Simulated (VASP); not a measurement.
Given:

```
TiO2
1.0
   -1.91204     1.91204     4.91279
    1.91204    -1.91204     4.91279
    1.91204     1.91204    -4.91279
Ti O
2 4
Cartesian
  0.00000   1.91204   2.45640
  0.00000   0.00000   0.00000
  0.00000   1.91204   0.43608
  0.00000   0.00000   7.80526
  0.00000   0.00000   2.02032
  0.00000   1.91204   4.47672
```

The numbers are results of RPBE GGA, VASP's PBE PAW potentials (set 64) (plane waves; VASP 6.6.1), not measurements. Settings: 520 eV cut-off, 7×7×7 Γ-centred mesh, Gaussian smearing of 0.050 eV, potentials Ti_sv O.

Question: Estimate the energy per atom (σ→0).

Answer: 
The energy per atom (σ→0) is -8.581 eV/atom.

Total energies compare only between runs with the same potentials, cut-off and functional.

The compound is TiO2 in the anatase structure, one of several forms; rutile is the usual stable one. It was relaxed first, which changed the volume by +5 %. The start is the result of an earlier pass.
